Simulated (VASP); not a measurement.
Consider the following.

```
LiCl
1.0
    0.00000     2.18502     2.18502
    2.18502     0.00000     2.18502
    2.18502     2.18502     0.00000
Li Cl
1 1
Direct
  0.00000   0.00000   0.00000
  0.50000   0.50000   0.50000
```

These are PBE GGA, VASP's PBE PAW potentials (set 64) (plane waves; VASP) values and carry that method's errors. Run with 620 eV cut-off, 10×10×10 Γ-centred mesh, Gaussian smearing of 0.050 eV, potentials Li_sv Cl.

### Question
What does the run give for the energy per atom (σ→0), pressure?

### Answer

```yaml
energy per atom (σ→0): -3.089 eV/atom
pressure: 449.2 kbar
```

The compound is LiCl in the rock salt structure. It was relaxed first under an external pressure of 45 GPa.
